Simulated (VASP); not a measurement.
Here is the system:

```yaml
crystal:
  lattice:
    - [-1.58199, 1.58199, 1.58199]
    - [1.58199, -1.58199, 1.58199]
    - [1.58199, 1.58199, -1.58199]
  atoms:
    - { symbol: Mo, position: [0.00000, 0.00000, 0.00000] }
```

Method: optB88-vdW, VASP's PBE PAW potentials (set 64) (plane waves; VASP). Run with 520 eV cut-off, Gaussian smearing of 0.050 eV, potentials Mo_sv.

Q: Give the energies of bands 5 to 10 at the high-symmetry points, in eV from the Fermi level.

A: 
```csv
band,Γ,H,N,P
5,-7.13,-5.32,-5.23,-2.59
6,-1.40,-5.32,-3.38,-2.59
7,-1.40,3.83,1.60,-2.59
8,-1.40,3.83,1.69,2.33
9,1.60,3.83,2.21,2.33
10,1.60,9.02,4.57,9.40
```

It has no gap at this level: it comes out as a metal or semimetal.

The compound is Mo in the bcc structure. It was relaxed first.
